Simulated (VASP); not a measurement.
An input for Ansatz (written as the equivalent of a VASP run, and not itself run):

Ansatz 0.2 input:
```yaml
crystal:
  lattice:
    - [3.2996106, 0.0000000, 0.0000000]
    - [0.0000000, 3.2996106, 0.0000000]
    - [0.0000000, 0.0000000, 3.2996106]
  atoms:
    - { symbol: Tl, position: [0.0000000, 0.0000000, 0.0000000] }
    - { symbol: Cl, position: [0.5000000, 0.5000000, 0.5000000] }
kpoints:
  mp_grid: { grid: [8, 8, 8] }
hamiltonian:
  xc: lda
  pseudopotentials: { kind: paw }
scf:
  occupations: { method: gaussian, width: 0.05 }
  max_iter: 100
relax:
  max_steps: 40
  f_tol: 0.02
  cell: { p_target: 45 }
output: { forces: true, stress: true, eigenvalues: true }
```

Write the VASP files for the same calculation (LDA).

One answer among several that fit: 
**KPOINTS**
```
Automatic mesh
0
Gamma
8 8 8
0 0 0
```

**POSCAR**
```
TlCl
1.0
  3.2996105508   0.0000000000   0.0000000000
  0.0000000000   3.2996105508   0.0000000000
  0.0000000000   0.0000000000   3.2996105508
Tl Cl
1 1
Direct
  0.0000000000   0.0000000000   0.0000000000
  0.5000000000   0.5000000000   0.5000000000
```

INCAR:
```
SYSTEM = TlCl
PREC = Accurate
ENCUT = 500
EDIFF = 1E-6
NELM = 100
ALGO = Normal
LREAL = .FALSE.
LASPH = .TRUE.
ISMEAR = 0
SIGMA = 0.05
LMAXMIX = 4
LWAVE = .FALSE.
LCHARG = .FALSE.
IBRION = 2
ISIF = 3
NSW = 40
EDIFFG = -0.02
PSTRESS = 450
```

POTCAR, in this order: Tl_d Cl (LDA.64 set). Program: vasp_std.

Limits of the translation: each code has its own PAW files, so the cut-off isn't converted (ENCUT is set for VASP's; basis.ecutwfc is left out, and Ansatz then takes the one that its files recommend); Ansatz stops its SCF on the density residual and VASP on the energy change (EDIFF); Ansatz's lda is the Perdew-Wang form, while the LDA potentials of VASP carry Perdew-Zunger's.

The compound is TlCl in the CsCl type structure. This run relaxes it under an external pressure of 45 GPa. Symmetry was kept, so distortions that lower it aren't found.
